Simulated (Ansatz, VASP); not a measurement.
## Ba2C: VASP beside Ansatz

The input POSCAR:

```
Ba2C
1.0
    0.0000000000      3.5066490218      3.5066490218
    3.5066490218      0.0000000000      3.5066490218
    3.5066490218      3.5066490218      0.0000000000
C Ba
1 2
Direct
    0.0000000000      0.0000000000      0.0000000000
    0.2500000000      0.2500000000      0.2500000000
    0.7500000000      0.7500000000      0.7500000000
```

File INCAR.step1:

```
ALGO = Normal
EDIFF = 1E-4
ENCUT = 520
GGA = PE
ISMEAR = -1
LASPH = True
LCHARG = False
LREAL = False
LWAVE = True
NBANDS = 19
NELM = 100
PREC = Accurate
SIGMA = 0.2
```

INCAR.step2

```
ALGO = Normal
EDIFF = 1E-6
ENCUT = 520
ISIF = 2
ISMEAR = -1
ISTART = 1
LASPH = True
LCHARG = False
LMIXTAU = True
LREAL = False
LWAVE = False
METAGGA = R2SCAN
NBANDS = 19
NELM = 100
PREC = Accurate
SIGMA = 0.2
```

KPOINTS

```
k-points
0
Gamma
  4 4 4
```

Input for Ansatz:

```yaml
crystal:
  lattice:
    - [0.0, 3.5066490218, 3.5066490218]
    - [3.5066490218, 0.0, 3.5066490218]
    - [3.5066490218, 3.5066490218, 0.0]
  atoms:
    - { symbol: C, position: [0.0, 0.0, 0.0] }
    - { symbol: Ba, position: [0.25, 0.25, 0.25] }
    - { symbol: Ba, position: [0.75, 0.75, 0.75] }
kpoints:
  mp_grid: { grid: [4, 4, 4] }
hamiltonian:
  xc: r2scan
scf:
  occupations: { method: fermi_dirac, width: 0.2 }
  n_extra_bands: 4
output:
  forces: true
  stress: true
  eigenvalues: true
```

Alike in both runs: task single point; functional r2SCAN; k mesh 4 × 4 × 4; occupations fermi-dirac, width 0.2 eV; no spin polarisation.

|  | VASP | Ansatz |
| --- | --- | --- |
| version | VASP 6.6.1 | Ansatz 0.2.0 |
| potentials or method | VASP PAW PBE potentials, release 64 (C, Ba_sv) | plane waves |
| plane-wave cutoff (eV) | 520 | 500 |
| valence electrons in the cell | 24 | 24 |

Ansatz gave:

```
pressure (GPa) : 0.4
```

Problem. What did VASP give for the same quantities?

Solution. Pressure (GPa): 1.7.

Caveats: the k mesh is coarse (spacing up to 0.39 Å⁻¹), so the values aren't converged; the PAW data sets were made with another functional, which shifts forces and pressure a little (VASP). Spin-orbit coupling is left out, which matters for the levels of Ba.
